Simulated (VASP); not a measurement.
Write the native input for VASP 6.6.1 that does the following.

```
Task                   : single point
Functional             : r2SCAN
Potentials or basis    : VASP PAW PBE potentials, release 64 (Ru_pv, Se)
Cutoff                 : 520 eV
k mesh                 : 6 × 6 × 6
Occupations            : gaussian, width 0.05 eV
Spin                   : collinear spin, ferromagnetic start
Starting moments       : [1.0, 0.0] μB
Fixed moment           : 0 μB
Hubbard terms          : Ru d U = 3 eV
Further INCAR settings : ALGO = Normal; EDIFF = 1e-06; NBANDS = 21
```

The structure of RuSe lies in POSCAR:

```
RuSe
1.0
    0.0000000000      2.9063344000      2.9063344000
    2.9063344000      0.0000000000      2.9063344000
    2.9063344000      2.9063344000      0.0000000000
Ru Se
1 1
Direct
    0.0000000000      0.0000000000      0.0000000000
    0.2500000000      0.2500000000      0.2500000000
```

The cell comes from a database or a generator and needn't be the stable form of this composition.

One way to write it, as run:

INCAR

```
ALGO = Normal
EDIFF = 1E-6
ENCUT = 520
ISIF = 2
ISMEAR = 0
ISPIN = 2
LASPH = T
LCHARG = F
LDAU = T
LDAUJ = 0 0
LDAUL = 2 -1
LDAUPRINT = 1
LDAUTYPE = 2
LDAUU = 3 0
LMAXMIX = 4
LMIXTAU = T
LORBIT = 11
LREAL = F
LWAVE = F
MAGMOM = 1 0
METAGGA = R2SCAN
NBANDS = 21
NELM = 80
NUPDOWN = 0
PREC = Accurate
SIGMA = 0.05
```

KPOINTS

```
k-points
0
Gamma
  6 6 6
```

Potentials or basis: VASP PAW PBE potentials, release 64 (Ru_pv, Se).

Launch:

```bash
$ cat potpaw_PBE.64/Ru_pv/POTCAR potpaw_PBE.64/Se/POTCAR > POTCAR
$ mpirun -np 1 vasp_std > vasp.out
```

It gave:

The pressure is -13.9 GPa. The net moment is 0.00 μB per cell. The valence electrons inside the program's atomic spheres are Ru 12.49; Se 3.83.

Caveat: the PAW data sets were made with another functional, which shifts forces and pressure a little; the total moment is fixed, so each spin has its own Fermi level.

Run time: 100 s on 1 thread of AMD EPYC 9R45 96-Core Processor (Zen 5) (shared host), peak memory 0.2 GiB.
